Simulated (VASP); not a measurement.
## Ti3Nb: relaxation of cell and atoms with LDA

The system is Ti3Nb.

```
Ti Nb
1.0
     4.02961    0.00000    0.00000
     0.00000    4.02961    0.00000
     0.00000    0.00000    4.02961
Ti Nb
3 1
Direct
  0.00000 0.50000 0.50000
  0.50000 0.00000 0.50000
  0.50000 0.50000 0.00000
  0.00000 0.00000 0.00000
```

The cell comes from a database or a generator and needn't be the stable form of this composition.

```json
{
  "Program": "VASP 6.6.1",
  "Task": "relaxation of cell and atoms",
  "Functional": "LDA",
  "Potentials or basis": "VASP PAW LDA potentials, release 64 (Ti_sv, Nb_sv)",
  "Cutoff": "600 eV",
  "k mesh": "10 × 10 × 10",
  "Occupations": "gaussian, width 0.1 eV",
  "Spin": "no spin polarisation",
  "Dipole correction": "no",
  "Further INCAR settings": "ALGO = Fast; EDIFF = 1e-06; IBRION = 2; EDIFFG = -0.005; NSW = 100; ISIF = 3"
}
```

| Item | Value |
| --- | --- |
| Relaxed volume | 16.35 Å³/atom |
| Relaxed cell | a = 4.029 Å, b = 4.029 Å, c = 4.029 Å, α = 90.00°, β = 90.00°, γ = 90.00° |
| Space group after relaxing (to 0.05 Å) | Pm-3m (No. 221) |
| Energy gained by relaxing | 0.0 meV/atom |
| Ionic steps | 4 |
| Pressure after relaxing | 0.0 GPa |
| Band gap on the k mesh | none (metal or under the smearing width) |

Final structure:
```
CELL_PARAMETERS angstrom
4.02865 0.00000 0.00000
0.00000 4.02865 0.00000
0.00000 0.00000 4.02865
ATOMIC_POSITIONS crystal
Ti 0.00000 0.50000 0.50000
Ti 0.50000 0.00000 0.50000
Ti 0.50000 0.50000 0.00000
Nb 0.00000 0.00000 0.00000
```

Levels at points of the mesh, in eV from the Fermi level:
| k point | band 22 | band 23 | band 24 | band 25 | band 26 | band 27 |
| --- | --- | --- | --- | --- | --- | --- |
| (0.00, 0.00, 0.00) | -2.47 | -2.47 | 0.68 | 0.68 | 0.68 | 2.63 |
| (0.50, 0.00, 0.00) | -0.96 | -0.96 | -0.83 | -0.36 | -0.36 | 1.02 |
| (0.50, 0.50, 0.00) | -0.95 | -0.75 | -0.52 | -0.39 | -0.23 | -0.21 |
| (0.50, 0.50, 0.50) | 0.27 | 0.53 | 0.53 | 0.54 | 0.60 | 0.60 |

Wall time 4.8 min on 1 thread of Intel(R) Xeon(R) 6975P-C (Granite Rapids), with other jobs on the host, peak memory 0.25 GiB.
